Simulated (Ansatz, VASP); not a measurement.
# RbNbS3 in two plane-wave programs, part 2 of 3

One calculation is typed for both programs; each brings its own data sets. How far apart do they land? The cell is generated by rule, not measured, and may not be a known phase. The cell is taken from a series of runs on this material, whose earlier steps may have relaxed, scaled, displaced or heated it; both programs get it as it stands.

VASP 6.6.1 and Ansatz 0.2.0.

So far: Set-up; Ansatz: relaxation of cell and atoms, PBE, pair 1.

## (3) VASP: relaxation of cell and atoms, PBE, pair 1

Level of this step: PBE; plane waves and PAW (Rb_sv, Nb_sv, S); invented cell (VASP).

The same cell, functional, mesh and smearing now go to VASP, with its own data sets.

Lines of VASP's logs that name or quote its potential files are left out, and so is its time.

INCAR reads:

```
SYSTEM = RbNbS3
PREC = Accurate
ENCUT = 500
EDIFF = 1E-07
NELM = 120
ISMEAR = 1
SIGMA = 0.2
LREAL = .FALSE.
ALGO = Normal
GGA = PE
NBANDS = 26
LASPH = .TRUE.
LORBIT = 11
LWAVE = .FALSE.
LCHARG = .FALSE.
ISIF = 3
IBRION = 2
NSW = 80
EDIFFG = -0.005
GGA_COMPAT = .FALSE.
NELMIN = 4
KPAR = 2
```

POSCAR reads:

```
RbNbS3
1.0
    4.9020680000      0.0000000000      0.0000000000
    0.0000000000      4.9020680000      0.0000000000
    0.0000000000      0.0000000000      4.9020680000
Rb Nb S
1 1 3
Direct
    0.0000000000      0.0000000000      0.0000000000
    0.5000000000      0.5000000000      0.5000000000
    0.5000000000      0.5000000000      0.0000000000
    0.5000000000      0.0000000000      0.5000000000
    0.0000000000      0.5000000000      0.5000000000
```

KPOINTS reads:

```
Automatic mesh
0
Gamma
8 8 8
0 0 0
```

PAW data sets: Rb_sv, Nb_sv and S (PBE family, release 64).

Run with:

```sh
mpirun -np 2 vasp_std
```

Numbers of over 12 decimals in the logs are rounded to 6 here.

The log of the run:

```text
[banner, memory and clock lines left out]
running    2 mpi-ranks, on    1 nodes
 distrk:  each k-point on    1 cores,    2 groups
 distr:  one band on    1 cores,    1 groups

 POSCAR found type information on POSCAR RbNbS
 POSCAR found :  3 types and       5 ions
 LDA part: xc-table for (Slater+PW92), standard interpolation
 POSCAR, INCAR and KPOINTS ok, starting setup
 FFT: planning ... GRIDC
 FFT: planning ... GRID_SOFT
 FFT: planning ... GRID
 WAVECAR not read
 entering main loop
       N       E                     dE             d eps       ncg     rms          rms(c)
DAV:   1     0.308949975743E+03    0.30895E+03   -0.19414E+04  1828   0.138E+03
DAV:   2    -0.673258956294E+01   -0.31568E+03   -0.30990E+03  2440   0.388E+02
DAV:   3    -0.310798148932E+02   -0.24347E+02   -0.24239E+02  3112   0.929E+01
DAV:   4    -0.321495839357E+02   -0.10698E+01   -0.10674E+01  2772   0.180E+01
DAV:   5    -0.321873614582E+02   -0.37778E-01   -0.37771E-01  2812   0.238E+00    0.120E+01
DAV:   6    -0.288388048113E+02    0.33486E+01   -0.22662E+01  2518   0.230E+01    0.867E+00
DAV:   7    -0.283976529885E+02    0.44115E+00   -0.49636E+00  2546   0.137E+01    0.502E+00
DAV:   8    -0.284258343203E+02   -0.28181E-01   -0.18129E+00  2708   0.761E+00    0.257E+00
DAV:   9    -0.282824229020E+02    0.14341E+00   -0.64419E-01  2616   0.480E+00    0.492E-01
DAV:  10    -0.282812533186E+02    0.11696E-02   -0.29347E-02  2074   0.107E+00    0.193E-01
DAV:  11    -0.282818618873E+02   -0.60857E-03   -0.68131E-03  3076   0.497E-01    0.144E-01
DAV:  12    -0.282814140657E+02    0.44782E-03   -0.19743E-03  2620   0.243E-01    0.195E-02
DAV:  13    -0.282814197260E+02   -0.56603E-05   -0.89868E-05  2560   0.674E-02    0.181E-02
DAV:  14    -0.282814212656E+02   -0.15396E-05   -0.11356E-05  2428   0.198E-02    0.126E-02
DAV:  15    -0.282814211951E+02    0.70437E-07   -0.30239E-06  2670   0.107E-02    0.410E-03
DAV:  16    -0.282814211929E+02    0.22728E-08   -0.14544E-07  1464   0.256E-03
   1 F= -.28281421E+02 E0= -.28280852E+02  d E =-.282814E+02
 curvature:   0.00 expect dE= 0.000E+00 dE for cont linesearch  0.000E+00
 trial: gam= 0.00000 g(F)=  0.000E+00 g(S)=  0.364E-03 ort = 0.000E+00 (trialstep = 0.100E+01)
 search vector abs. value=  0.364E-03
 bond charge predicted
       N       E                     dE             d eps       ncg     rms          rms(c)
DAV:   1    -0.282839024454E+02   -0.24813E-02   -0.68810E-02  2352   0.228E+00    0.333E-01
DAV:   2    -0.282823229049E+02    0.15795E-02   -0.94093E-03  2534   0.760E-01    0.187E-01
DAV:   3    -0.282816664888E+02    0.65642E-03   -0.23962E-03  2424   0.232E-01    0.933E-02
DAV:   4    -0.282814409224E+02    0.22557E-03   -0.12577E-03  3234   0.237E-01    0.605E-02
DAV:   5    -0.282814614653E+02   -0.20543E-04   -0.58459E-05  2378   0.450E-02    0.345E-02
DAV:   6    -0.282814874387E+02   -0.25973E-04   -0.35216E-05  3358   0.268E-02    0.777E-03
DAV:   7    -0.282814896349E+02   -0.21962E-05   -0.30320E-06  2632   0.114E-02    0.363E-03
DAV:   8    -0.282814899501E+02   -0.31513E-06   -0.38328E-07  2312   0.442E-03    0.689E-04
DAV:   9    -0.282814900891E+02   -0.13905E-06   -0.15098E-08  1098   0.108E-03    0.227E-04
DAV:  10    -0.282814900598E+02    0.29378E-07   -0.49661E-09  1078   0.568E-04
   2 F= -.28281490E+02 E0= -.28280915E+02  d E =-.688669E-04
 trial-energy change:   -0.000069  1 .order   -0.000069   -0.000364    0.000227
 step:   0.6162(harm=  0.6162)  dis= 0.00000  next Energy=   -28.281533 (dE=-0.112E-03)
 bond charge predicted
       N       E                     dE             d eps       ncg     rms          rms(c)
DAV:   1    -0.282818911379E+02   -0.40105E-03   -0.10137E-02  2358   0.876E-01    0.128E-01
DAV:   2    -0.282816679329E+02    0.22321E-03   -0.14148E-03  2522   0.294E-01    0.724E-02
DAV:   3    -0.282815690583E+02    0.98875E-04   -0.36064E-04  2406   0.902E-02    0.360E-02
DAV:   4    -0.282815349988E+02    0.34059E-04   -0.18518E-04  3186   0.908E-02    0.231E-02
DAV:   5    -0.282815351277E+02   -0.12893E-06   -0.87693E-06  2396   0.174E-02    0.132E-02
DAV:   6    -0.282815333242E+02    0.18035E-05   -0.51723E-06  3294   0.102E-02    0.314E-03
DAV:   7    -0.282815328057E+02    0.51848E-06   -0.46218E-07  2412   0.453E-03    0.137E-03
DAV:   8    -0.282815326927E+02    0.11298E-06   -0.41706E-08  1088   0.173E-03    0.290E-04
DAV:   9    -0.282815326136E+02    0.79099E-07   -0.12077E-08  1044   0.106E-03
   3 F= -.28281533E+02 E0= -.28280959E+02  d E =-.111421E-03
 curvature:  -0.31 expect dE=-0.321E-08 dE for cont linesearch -0.321E-08
 trial: gam= 0.00000 g(F)=  0.904E-66 g(S)=  0.104E-07 ort =-0.195E-05 (trialstep = 0.923E+00)
 search vector abs. value=  0.105E-07
 reached required accuracy - stopping structural energy minimisation
```

OUTCAR, selected parts (step 3):

```text
ion  position               nearest neighbor table
   1  0.000  0.000  0.000-   3 3.47   4 3.47   5 3.47   4 3.47   5 3.47   3 3.47   5 3.47   5 3.47
                             3 3.47   4 3.47   4 3.47   3 3.47   2 4.25   2 4.25   2 4.25   2 4.25
   2  0.500  0.500  0.500-   3 2.45   4 2.45   5 2.45   3 2.45   4 2.45   5 2.45   1 4.25   1 4.25
                             1 4.25   1 4.25   1 4.25   1 4.25   1 4.25   1 4.25
   3  0.500  0.500  0.000-   2 2.45   2 2.45   1 3.47   1 3.47   1 3.47   1 3.47
   4  0.500  0.000  0.500-   2 2.45   2 2.45   1 3.47   1 3.47   1 3.47   1 3.47
   5  0.000  0.500  0.500-   2 2.45   2 2.45   1 3.47   1 3.47   1 3.47   1 3.47

  LATTYP: Found a simple cubic cell.
 ALAT       =     4.9020680000

 Subroutine GETGRP returns: Found 48 space group operations
 (whereof 48 operations were pure point group operations)

The static configuration has the point symmetry O_h .

 Found     35 irreducible k-points:

   k-points           NKPTS =     35   k-points in BZ     NKDIM =     35   number of bands    NBANDS=     26

   dimension x,y,z NGX =    36 NGY =   36 NGZ =   36
   dimension x,y,z NGXF=    72 NGYF=   72 NGZF=   72

   ENCUT  =  500.0 eV  36.75 Ry    6.06 a.u.   8.94  8.94  8.94*2*pi/ulx,y,z

   NELECT =      40.0000    total number of electrons

 k-points in reciprocal lattice and weights: Automatic mesh
   0.00000000  0.00000000  0.00000000       0.002
   0.12500000  0.00000000  0.00000000       0.012
   0.25000000  0.00000000  0.00000000       0.012
   0.37500000  0.00000000  0.00000000       0.012
   0.50000000  0.00000000  0.00000000       0.006
   0.12500000  0.12500000  0.00000000       0.023
   0.25000000  0.12500000  0.00000000       0.047
   0.37500000  0.12500000  0.00000000       0.047
   0.50000000  0.12500000  0.00000000       0.023
[...]
0.50000000  0.50000000  0.37500000       0.012
   0.50000000  0.50000000  0.50000000       0.002

 average (electrostatic) potential at core
       1 -34.0841       2 -86.1229       3 -87.0537       4 -87.0537       5 -87.0537

 E-fermi :   3.8512

 k-point     1 :       0.0000    0.0000    0.0000
  band No.  band energies     occupation
    ...
     19       3.2047      2.00005
     20       3.2047      2.00005
     21       3.4032      2.00682
     22       3.4032      2.00682
     23       3.4032      2.00682
     24       5.1740     -0.00000
     25       5.1740     -0.00000
     26       8.3178      0.00000

 k-point     2 :       0.1250    0.0000    0.0000
  band No.  band energies     occupation
    ...
     17       2.6106      2.00000
     18       2.8703      2.00000
     19       3.1593      2.00001
     20       3.1593      2.00001
     21       3.2132      2.00006
     22       3.9694      0.16838
     23       3.9694      0.16838
     24       5.1821     -0.00000
     25       5.7864     -0.00000
     26       8.5649      0.00000

 k-point     3 :       0.2500    0.0000    0.0000
  band No.  band energies     occupation
    ...
     17       2.1720      2.00000
     18       2.4225      2.00000
     19       3.1138      2.00000
     20       3.1138      2.00000
     21       3.2339      2.00011
     22       4.7765     -0.00000
     23       4.7765     -0.00000
     24       5.1981     -0.00000
     25       6.5916     -0.00000
     26       9.2446      0.00000

  Total        0.0006003      0.0006003      0.0006003      0.0000000      0.0000000      0.0000000
  in kB        0.0081813      0.0081813      0.0081813      0.0000000      0.0000000      0.0000000
  external PRESSURE =       0.0081813 kB  Pullay stress =       0.0000000 kB

  energy-cutoff  :      500.00
  volume of cell :      117.56
      direct lattice vectors                 reciprocal lattice vectors
     4.898800774 -0.000000000 -0.000000000     0.204131592 -0.000000000 -0.000000000
     0.000000000  4.898800774 -0.000000000     0.000000000  0.204131592 -0.000000000
     0.000000000  0.000000000  4.898800774     0.000000000  0.000000000  0.204131592

 POSITION                                       TOTAL-FORCE (eV/Angst)
 -----------------------------------------------------------------------------------
      0.00000      0.00000      0.00000        -0.000000     -0.000000      0.000000
      2.44940      2.44940      2.44940         0.000000      0.000000      0.000000
      2.44940      2.44940     -0.00000        -0.000000     -0.000000      0.000000
      2.44940      0.00000      2.44940        -0.000000     -0.000000      0.000000
      0.00000      2.44940      2.44940        -0.000000     -0.000000      0.000000
 -----------------------------------------------------------------------------------
    total drift:                                0.000000      0.000000      0.000000

  FREE ENERGIE OF THE ION-ELECTRON SYSTEM (eV)
  ---------------------------------------------------
  free  energy   TOTEN  =       -28.2815326136 eV

  energy  without entropy=      -28.2798116456  energy(sigma->0) =      -28.28095896

 reached required accuracy - stopping structural energy minimisation

 total charge
# of ion       s       p       d       tot
------------------------------------------
    1        1.939   5.350   0.030   7.320
    2        2.166   6.041   2.206  10.413
    3        1.338   2.403   0.000   3.741
    4        1.338   2.403   0.000   3.741
    5        1.338   2.403   0.000   3.741
--------------------------------------------------
tot          8.119  18.601   2.237  28.956

[... 3 further parts left out ...]
```

## (4) Differences

Known differences besides the potentials themselves: the cutoff is 420 eV in Ansatz and 500 eV in VASP; Ansatz adds a Pulay correction to the stress that steers its cell, VASP none. Total energies have different zeros and are not compared.

Compared:

```
                                         quantity  Ansatz    VASP  difference
                                      volume (Å³)  117.77  117.56     +0.18 %
edge a after relaxation, in the typed setting (Å)   4.902   4.899     +0.06 %
```

## (5) Ansatz: relaxation of cell and atoms, PBE, pair 2

The relaxed volume is the usual yardstick between codes: in a stiff, nearly cubic crystal its relative difference is about their pressure difference at one cell divided by the bulk modulus. This pair takes another cell of the material, with 10 atoms against 5 for the pair before.

The cell is taken from a series of runs on this material, whose earlier steps may have relaxed, scaled, displaced or heated it; both programs get it as it stands.

input.yaml reads:

```yaml
crystal:
  lattice:
    - [6.9341514413, 0.0, 0.0]
    - [0.0, 6.9341514413, 0.0]
    - [0.0, 0.0, 4.89863931]
  atoms:
    - { symbol: Rb, position: [0.5, 0.5, 0.0] }
    - { symbol: Rb, position: [0.0, 0.0, 0.0] }
    - { symbol: Nb, position: [0.0, 0.5, 0.5] }
    - { symbol: Nb, position: [0.5, 0.0, 0.5] }
    - { symbol: S, position: [0.7477767059, 0.7522232941, 0.5] }
    - { symbol: S, position: [0.2522232941, 0.2477767059, 0.5] }
    - { symbol: S, position: [0.7522232941, 0.2522232941, 0.5] }
    - { symbol: S, position: [0.2477767059, 0.7477767059, 0.5] }
    - { symbol: S, position: [0.0, 0.5, 0.0] }
    - { symbol: S, position: [0.5, 0.0, 0.0] }
kpoints:
  mp_grid: { grid: [6, 6, 8] }
hamiltonian:
  xc: pbe
  pseudopotentials: { kind: paw, azcp: { folder: soft_1 } }
scf:
  occupations: { method: methfessel_paxton, width: 0.2 }
output:
  forces: true
  stress: true
  eigenvalues: true
relax:
  adjacent_minimum: "off"
  f_tol: 0.001
  max_steps: 60
  cell: { stress_tol: 0.01 }
```

Run with:

```sh
ansatz run input.yaml --threads 4 --pin off --max-ram 16384MiB --backend cpu --events-out ev --progress --plain --runs-dir out
```

The log of the run:

```text
[...]
Crystal: 10 atoms, lattice volume = 235.539 Å³
Basis set: ecut = 420 eV, 4621 PW (Γ), exchange–correlation on 96×96×72 points (8 copies of the dense FFT grid, shifted against one another)
Bands: 50, of which v1, the nominal top of the filled ones, is band 40 counted from 1 (39 counted from 0)
Symmetry: 16 space group operations
[...]
k-points: 50 of 288
[...]
- { symbol: Rb, position: [0.0, 0.0, 0.0] }
    - { symbol: Nb, position: [0.0, 0.5, 0.500000] }
    - { symbol: Nb, position: [0.5, 0.0, 0.500000] }
    - { symbol: S, position: [0.747777, 0.7522232941, 0.500000] }
    - { symbol: S, position: [0.2522232941, 0.247777, 0.500000] }
    - { symbol: S, position: [0.7522232941, 0.2522232941, 0.500000] }
    - { symbol: S, position: [0.247777, 0.747777, 0.500000] }
    - { symbol: S, position: [0.0, 0.5, 0.0] }
    - { symbol: S, position: [0.5, 0.0, 0.0] }
[key lines of the parts left out:]
SCF converged after 7 iterations
Free energy (F): -21061.335463 eV
Fermi energy:    6.940699 eV
P = ⅓ Tr σ = -0.0040 GPa (-0.040 kbar)
```

## (6) VASP: relaxation of cell and atoms, PBE, pair 2

The same cell, functional, mesh and smearing now go to VASP, with its own data sets.

Edit INCAR of step 3 so:

```diff
@@ -10,3 +10,3 @@
 GGA = PE
-NBANDS = 26
+NBANDS = 50
 LASPH = .TRUE.
```

POSCAR reads:

```
RbNbS3
1.0
    6.9341510000      0.0000000000      0.0000000000
    0.0000000000      6.9341510000      0.0000000000
    0.0000000000      0.0000000000      4.8986390000
Rb Nb S
2 2 6
Direct
    0.5000000721      0.5000000721      0.0000000000
    0.0000000000      0.0000000000      0.0000000000
    0.0000000000      0.5000000721      0.5000001021
    0.5000000721      0.0000000000      0.5000001021
    0.7477767646      0.7522233075      0.5000001021
    0.2522233796      0.2477766925      0.5000001021
    0.7522233075      0.2522233796      0.5000001021
    0.2477766925      0.7477767646      0.5000001021
    0.0000000000      0.5000000721      0.0000000000
    0.5000000721      0.0000000000      0.0000000000
```

KPOINTS reads:

```
Automatic mesh
0
Gamma
6 6 8
0 0 0
```

Run with:

```sh
mpirun -np 2 vasp_std
```

The log of the run:

```text
[banner, memory and clock lines left out]
running    2 mpi-ranks, on    1 nodes
[...]
LDA part: xc-table for (Slater+PW92), standard interpolation
 POSCAR, INCAR and KPOINTS ok, starting setup
[...]
entering main loop
       N       E                     dE             d eps       ncg     rms          rms(c)
DAV:   1     0.649983746724E+03    0.64998E+03   -0.37940E+04  5032   0.143E+03
DAV:   2    -0.325726460835E+01   -0.65324E+03   -0.63162E+03  7066   0.415E+02
DAV:   3    -0.606401293458E+02   -0.57383E+02   -0.56602E+02  7832   0.113E+02
DAV:   4    -0.641918518135E+02   -0.35517E+01   -0.35396E+01  8376   0.276E+01
[...]
DAV:  15    -0.565714701460E+02   -0.25834E-05   -0.58992E-06  6146   0.983E-03    0.965E-03
DAV:  16    -0.565714701941E+02   -0.48030E-07   -0.32398E-06  6368   0.844E-03    0.235E-03
DAV:  17    -0.565714702838E+02   -0.89754E-07   -0.43653E-07  4920   0.291E-03
   1 F= -.56571470E+02 E0= -.56570342E+02  d E =-.565715E+02
[...]
DAV:   9    -0.565715930762E+02   -0.75454E-06   -0.70491E-08  3502   0.177E-03    0.821E-04
DAV:  10    -0.565715931658E+02   -0.89571E-07   -0.31675E-08  2848   0.108E-03
   2 F= -.56571593E+02 E0= -.56570473E+02  d E =-.122882E-03
 trial-energy change:   -0.000123  1 .order   -0.000119   -0.000591    0.000353
 step:   0.6317(harm=  0.6265)  dis= 0.00002  next Energy=   -56.571658 (dE=-0.188E-03)
[...]
N       E                     dE             d eps       ncg     rms          rms(c)
DAV:   1    -0.565721939587E+02   -0.60088E-03   -0.15327E-02  6732   0.790E-01    0.160E-01
DAV:   2    -0.565718454964E+02    0.34846E-03   -0.14002E-03  7320   0.259E-01    0.844E-02
DAV:   3    -0.565717126986E+02    0.13280E-03   -0.25177E-04  6598   0.808E-02    0.423E-02
DAV:   4    -0.565716623229E+02    0.50376E-04   -0.19933E-04  8524   0.750E-02    0.250E-02
[...]
DAV:   8    -0.565716583045E+02    0.17237E-06   -0.12337E-07  3484   0.197E-03    0.941E-04
DAV:   9    -0.565716579726E+02    0.33193E-06   -0.26941E-08  2744   0.116E-03    0.388E-04
DAV:  10    -0.565716580159E+02   -0.43295E-07   -0.12172E-08  2668   0.726E-04
   3 F= -.56571658E+02 E0= -.56570535E+02  d E =-.187732E-03
[...]
reached required accuracy - stopping structural energy minimisation
```

From OUTCAR (step 6):

```text
  Total        0.0018405      0.0018405      0.0011818      0.0000000      0.0000000      0.0000000
  in kB        0.0125423      0.0125423      0.0080538      0.0000000      0.0000000      0.0000000
  external PRESSURE =       0.0110462 kB  Pullay stress =       0.0000000 kB

 POSITION                                       TOTAL-FORCE (eV/Angst)
 -----------------------------------------------------------------------------------
      3.46495      3.46495     -0.00000         0.000000      0.000000      0.000000
      0.00000      0.00000      0.00000         0.000000      0.000000      0.000000
      0.00000      3.46495      2.44779         0.000000      0.000000      0.000000
      3.46495      0.00000      2.44779         0.000000      0.000000      0.000000
      5.18204      5.21282      2.44779         0.001996     -0.001996      0.000000
      1.74786      1.71709      2.44779        -0.001996      0.001996      0.000000
      5.21282      1.74786      2.44779        -0.001996     -0.001996      0.000000
      1.71709      5.18204      2.44779         0.001996      0.001996      0.000000
      0.00000      3.46495      0.00000         0.000000      0.000000      0.000000
      3.46495      0.00000     -0.00000         0.000000      0.000000      0.000000
 -----------------------------------------------------------------------------------
    total drift:                               -0.001845     -0.002310     -0.003385

  FREE ENERGIE OF THE ION-ELECTRON SYSTEM (eV)
  ---------------------------------------------------
  free  energy   TOTEN  =       -56.5716580159 eV

  energy  without entropy=      -56.5682878454  energy(sigma->0) =      -56.57053463

[... 1 part as in an earlier step ...]

[... 3 further parts left out ...]
[key lines of the parts left out:]
E-fermi :   3.8193
```

The run keeps the 16 symmetry operations of its start, so it cannot find a distortion of lower symmetry.

## (7) Comparison

The two programs side by side:

```
                                         quantity  Ansatz    VASP  difference
                                      volume (Å³)  235.54  235.10     +0.18 %
edge a after relaxation, in the typed setting (Å)   6.934   6.930     +0.06 %
edge c after relaxation, in the typed setting (Å)   4.899   4.896     +0.06 %
```

(Part 2 of 3 ends here.)

[Lines on the potential files, build, host, timing and source positions are cut from VASP's logs without a mark.]

[Logs are printed without paths, hosts, clocks, repeated set-up lines and the standing remarks that a program may print on its own settings, such as how far it seeks lower states.]

[Hosts, paths, dates, database ids (printed as entryN), source tags and the programs' standing remarks are cut or masked in the printed files.]
